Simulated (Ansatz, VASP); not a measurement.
# Cross-check of Te2Mo between VASP and Ansatz, part 2 of 2

Aim: how closely do two programs agree when they are given the same cell, functional and k mesh? The cell is taken from a series of runs on this material, whose earlier steps may have relaxed, scaled, displaced or heated it; both programs get it as it stands.

VASP 6.6.1 and Ansatz 0.2.0.

So far: Set-up; Ansatz: relaxation of cell and atoms, PBE.

**3. VASP: relaxation of cell and atoms, PBE**

Level of this step: PBE, no spin polarisation; plane waves and PAW (Te, Mo_sv) (VASP).

The same cell, functional, mesh and smearing now go to VASP, with its own data sets.

Lines of VASP's logs that name or quote its potential files are left out, and so is its time.

File INCAR:

```
SYSTEM = Te2Mo
PREC = Accurate
ENCUT = 500
EDIFF = 1E-07
NELM = 120
ISMEAR = 0
SIGMA = 0.02
LREAL = .FALSE.
ALGO = Normal
GGA = PE
NBANDS = 32
LASPH = .TRUE.
LORBIT = 11
LWAVE = .FALSE.
LCHARG = .FALSE.
ISIF = 3
IBRION = 2
NSW = 80
EDIFFG = -0.005
GGA_COMPAT = .FALSE.
NELMIN = 4
EFERMI = MIDGAP
KPAR = 2
```

File POSCAR:

```
Te2Mo
1.0
    3.5570110000      0.0000000000      0.0000000000
   -1.7785060000      3.0804620000      0.0000000000
    0.0000000000      0.0000000000     15.2066540000
Te Mo
4 2
Direct
    0.3333335353      0.6666668831      0.6311072114
    0.6666669082      0.3333334415      0.1311072114
    0.3333335353      0.6666668831      0.8688928544
    0.6666669082      0.3333334415      0.3688928544
    0.3333335353      0.6666668831      0.2500000329
    0.6666669082      0.3333334415      0.7500000329
```

File KPOINTS:

```
Automatic mesh
0
Gamma
9 9 2
0 0 0
```

Potentials, in the order of the species: Te and Mo_sv (PBE family, release 64).

Started as:

```bash
$ mpirun -np 2 vasp_std
```

Numbers of over 12 decimals in the logs are rounded to 6 here.

Log:

```text
[banner, memory and clock lines left out]
running    2 mpi-ranks, on    1 nodes
 distrk:  each k-point on    1 cores,    2 groups
 distr:  one band on    1 cores,    1 groups

 POSCAR found type information on POSCAR TeMo
 POSCAR found :  2 types and       6 ions
 LDA part: xc-table for (Slater+PW92), standard interpolation
 POSCAR, INCAR and KPOINTS ok, starting setup
 FFT: planning ... GRIDC
 FFT: planning ... GRID_SOFT
 FFT: planning ... GRID
 WAVECAR not read
 entering main loop
       N       E                     dE             d eps       ncg     rms          rms(c)
DAV:   1     0.382470749281E+03    0.38247E+03   -0.26526E+04  1784   0.140E+03
DAV:   2    -0.163081732368E+02   -0.39878E+03   -0.39021E+03  1936   0.323E+02
DAV:   3    -0.368460640169E+02   -0.20538E+02   -0.20290E+02  1944   0.636E+01
DAV:   4    -0.373932192317E+02   -0.54716E+00   -0.54542E+00  1976   0.102E+01
DAV:   5    -0.374101196955E+02   -0.16900E-01   -0.16894E-01  2040   0.171E+00    0.205E+01
DAV:   6    -0.366648180461E+02    0.74530E+00   -0.94411E+00  1712   0.151E+01    0.881E+00
DAV:   7    -0.365217319629E+02    0.14309E+00   -0.86810E+00  1712   0.123E+01    0.635E+00
DAV:   8    -0.360836220520E+02    0.43811E+00   -0.15744E+00  1872   0.585E+00    0.278E+00
DAV:   9    -0.360817348216E+02    0.18872E-02   -0.29079E-01  2000   0.241E+00    0.107E+00
DAV:  10    -0.360745908334E+02    0.71440E-02   -0.48105E-02  1888   0.112E+00    0.256E-01
DAV:  11    -0.360750895964E+02   -0.49876E-03   -0.24504E-03  1872   0.257E-01    0.167E-01
DAV:  12    -0.360750196352E+02    0.69961E-04   -0.15385E-04  1824   0.700E-02    0.109E-01
DAV:  13    -0.360750211304E+02   -0.14952E-05   -0.14306E-04  1920   0.594E-02    0.310E-02
DAV:  14    -0.360750239346E+02   -0.28042E-05   -0.83633E-06  1928   0.118E-02    0.237E-02
DAV:  15    -0.360750247012E+02   -0.76661E-06   -0.18749E-06  1624   0.578E-03    0.848E-03
DAV:  16    -0.360750243652E+02    0.33601E-06   -0.11741E-06  1664   0.519E-03    0.130E-03
DAV:  17    -0.360750244365E+02   -0.71366E-07   -0.10615E-07  1144   0.155E-03
   1 F= -.36075024E+02 E0= -.36075024E+02  d E =-.360750E+02
[...]
2 F= -.36075038E+02 E0= -.36075038E+02  d E =-.137152E-04
[...]
3 F= -.36075062E+02 E0= -.36075062E+02  d E =-.371931E-04
 curvature:  -0.29 expect dE=-0.105E-04 dE for cont linesearch -0.921E-07
 trial: gam= 0.21666 g(F)=  0.284E-05 g(S)=  0.336E-04 ort = 0.663E-05 (trialstep = 0.910E+00)
 search vector abs. value=  0.457E-04
 bond charge predicted
       N       E                     dE             d eps       ncg     rms          rms(c)
DAV:   1    -0.360752611876E+02   -0.19964E-03   -0.63258E-03  1560   0.541E-01    0.119E-01
DAV:   2    -0.360751239055E+02    0.13728E-03   -0.72157E-04  1736   0.160E-01    0.355E-02
DAV:   3    -0.360750909660E+02    0.32939E-04   -0.28775E-04  1792   0.659E-02    0.451E-02
DAV:   4    -0.360750806276E+02    0.10338E-04   -0.36646E-05  1824   0.298E-02    0.128E-02
DAV:   5    -0.360750787961E+02    0.18315E-05   -0.20151E-05  1840   0.246E-02    0.117E-02
DAV:   6    -0.360750797139E+02   -0.91783E-06   -0.33766E-06  1864   0.886E-03    0.172E-03
DAV:   7    -0.360750799201E+02   -0.20623E-06   -0.42057E-07  1392   0.390E-03    0.129E-03
DAV:   8    -0.360750799392E+02   -0.19058E-07   -0.27085E-08   896   0.112E-03
   4 F= -.36075080E+02 E0= -.36075080E+02  d E =-.183095E-04
 trial-energy change:   -0.000018  1 .order   -0.000017   -0.000034    0.000001
 step:   0.8919(harm=  0.8875)  dis= 0.00006  next Energy=   -36.075080 (dE=-0.183E-04)
 reached required accuracy - stopping structural energy minimisation
```

OUTCAR, selected parts (step 3):

```text
ion  position               nearest neighbor table
   1  0.333  0.667  0.631-   6 2.74   6 2.74   6 2.74   3 3.62
   2  0.667  0.333  0.131-   5 2.74   5 2.74   5 2.74   4 3.62
   3  0.333  0.667  0.869-   6 2.74   6 2.74   6 2.74   1 3.62
   4  0.667  0.333  0.369-   5 2.74   5 2.74   5 2.74   2 3.62
   5  0.333  0.667  0.250-   2 2.74   4 2.74   2 2.74   4 2.74   2 2.74   4 2.74
   6  0.667  0.333  0.750-   1 2.74   3 2.74   1 2.74   3 2.74   1 2.74   3 2.74

  LATTYP: Found a hexagonal cell.
 ALAT       =     3.5570110000
 C/A-ratio  =     4.2751214433

 Subroutine GETGRP returns: Found 24 space group operations
 (whereof 12 operations were pure point group operations)

The static configuration has the point symmetry D_3d.
 The point group associated with its full space group is D_6h.

 Found     24 irreducible k-points:

   k-points           NKPTS =     24   k-points in BZ     NKDIM =     24   number of bands    NBANDS=     32

   dimension x,y,z NGX =    28 NGY =   28 NGZ =  112
   dimension x,y,z NGXF=    56 NGYF=   56 NGZF=  224

   ENCUT  =  500.0 eV  36.75 Ry    6.06 a.u.   6.49  6.49 27.73*2*pi/ulx,y,z

   NELECT =      52.0000    total number of electrons

 k-points in reciprocal lattice and weights: Automatic mesh
   0.00000000  0.00000000  0.00000000       0.006
   0.11111111 -0.00000000  0.00000000       0.037
   0.22222222 -0.00000000  0.00000000       0.037
   0.33333333  0.00000000  0.00000000       0.037
   0.44444444 -0.00000000  0.00000000       0.037
   0.11111111  0.11111111  0.00000000       0.037
   0.22222222  0.11111111  0.00000000       0.074
   0.33333333  0.11111111  0.00000000       0.074
   0.44444444  0.11111111  0.00000000       0.037
[...]
0.33333333  0.22222222  0.50000000       0.074
   0.33333333  0.33333333  0.50000000       0.012

 average (electrostatic) potential at core
       1 -87.4479       2 -87.4479       3 -87.4480       4 -87.4480       5 -74.7691
       6 -74.7691

 E-fermi :   7.2455

 k-point     1 :       0.0000    0.0000    0.0000
  band No.  band energies     occupation
    ...
     22       5.8186      2.00000
     23       5.8186      2.00000
     24       5.8480      2.00000
     25       5.9532      2.00000
     26       6.6087      2.00000
     27       9.7019      0.00000
     28       9.7019      0.00000
     29       9.7443      0.00000
     30       9.7443      0.00000
     31       9.9551      0.00000
    ...

 k-point     2 :       0.1111   -0.0000    0.0000
  band No.  band energies     occupation
    ...
     22       5.6065      2.00000
     23       5.7844      2.00000
     24       5.9793      2.00000
     25       6.3190      2.00000
     26       6.5010      2.00000
     27       9.1320      0.00000
     28       9.1429      0.00000
     29       9.1684      0.00000
     30       9.2749      0.00000
     31       9.6025      0.00000
    ...

 k-point     3 :       0.2222   -0.0000    0.0000
  band No.  band energies     occupation
    ...
     22       5.5366      2.00000
     23       5.5559      2.00000
     24       5.9073      2.00000
     25       6.0114      2.00000
     26       6.0977      2.00000
     27       8.1218      0.00000
     28       8.5290      0.00000
     29       8.6818      0.00000
     30       8.9248      0.00000
     31       9.0351      0.00000
    ...

  Total        0.0077568      0.0077568      0.0184071     -0.0000000      0.0000000      0.0000000
  in kB        0.0745931      0.0745931      0.1770112     -0.0000000      0.0000000      0.0000000
  external PRESSURE =       0.1087325 kB  Pullay stress =       0.0000000 kB

  energy-cutoff  :      500.00
  volume of cell :      166.61
      direct lattice vectors                 reciprocal lattice vectors
     3.555534493  0.000000000  0.000000000     0.281251666  0.162380765 -0.000000000
    -1.777767746  3.079183308 -0.000000000    -0.000000000  0.324761438 -0.000000000
     0.000000000  0.000000000 15.217874170    -0.000000000 -0.000000000  0.065712201

 POSITION                                       TOTAL-FORCE (eV/Angst)
 -----------------------------------------------------------------------------------
      0.00000      2.05279      9.60387         0.000000     -0.000000      0.002186
      1.77777      1.02639      1.99493         0.000000      0.000000      0.002186
      0.00000      2.05279     13.22294         0.000000     -0.000000     -0.002186
      1.77777      1.02639      5.61401         0.000000      0.000000     -0.002186
      0.00000      2.05279      3.80447        -0.000000     -0.000000     -0.000000
      1.77777      1.02639     11.41341        -0.000000      0.000000     -0.000000
 -----------------------------------------------------------------------------------
    total drift:                               -0.001253     -0.001211     -0.001422

  FREE ENERGIE OF THE ION-ELECTRON SYSTEM (eV)
  ---------------------------------------------------
  free  energy   TOTEN  =       -36.0750799392 eV

  energy  without entropy=      -36.0750799392  energy(sigma->0) =      -36.07507994

 reached required accuracy - stopping structural energy minimisation

 total charge
# of ion       s       p       d       tot
------------------------------------------
    1        1.384   1.970   0.059   3.413
    2        1.384   1.970   0.059   3.413
    3        1.384   1.970   0.059   3.413
    4        1.384   1.970   0.059   3.413
    5        2.250   6.140   3.956  12.345
    6        2.250   6.140   3.956  12.345
--------------------------------------------------
tot         10.038  20.161   8.146  38.344

[... 3 further parts left out ...]
```

CONTCAR:

```
Te2Mo
   1.00000000000000
     3.5555344934508653    0.0000000002396211    0.0000000000000000
    -1.7777677463103660    3.0791833075597537   -0.0000000000000000
     0.0000000000000000    0.0000000000000000   15.2178741695233164
  Te              Mo
     4     2
Direct
     0.3333335352999995    0.6666668830999996    0.6310914251192740
     0.6666669081999999    0.3333334415000024    0.1310914251192740
     0.3333335352999995    0.6666668830999996    0.8689086406807279
     0.6666669081999999    0.3333334415000024    0.3689086406807279
     0.3333335352999995    0.6666668830999996    0.2500000328999974
     0.6666669081999999    0.3333334415000024    0.7500000328999974
```

**4. Side by side**

Known differences besides the potentials themselves: the data sets hold 92 valence electrons in Ansatz (on its default PAW (the set named soft_2) files) and 52 in VASP; the cutoff is 420 eV in Ansatz and 500 eV in VASP; Ansatz adds a Pulay correction to the stress that steers its cell, VASP none. Total energies have different zeros and are not compared.

Both answers:

```tsv
quantity	Ansatz	VASP	difference
volume (Å³)	166.62	166.61	+0.01 %
edge a after relaxation, in the typed setting (Å)	3.557	3.555	+0.04 %
edge c after relaxation, in the typed setting (Å)	15.207	15.218	-0.07 %
```

**5. Results**

| Item | Value |
| --- | --- |
| difference in edge c after relaxation, in the typed setting (relaxation of cell and atoms, PBE) | -0.074 % |

**Reading.** The difference in edge c after relaxation, in the typed setting is -0.074 % (relaxation of cell and atoms, PBE), within the 1.2 % picked in this series as the mark of a large difference, as far as the stopping tolerances let one tell. The data sets hold unlike numbers of valence electrons (92 in Ansatz and 52 in VASP), so part of the differences comes from the potentials. How closely two codes agree says nothing of how well the functional describes the real material.

[Lines on the potential files, build, host, timing and source positions are cut from VASP's logs without a mark.]

[Logs are printed without paths, hosts, clocks, repeated set-up lines and the standing remarks that a program may print on its own settings, such as how far it seeks lower states.]

[Hosts, paths, dates, database ids (printed as entryN), source tags and the programs' standing remarks are cut or masked in the printed files.]
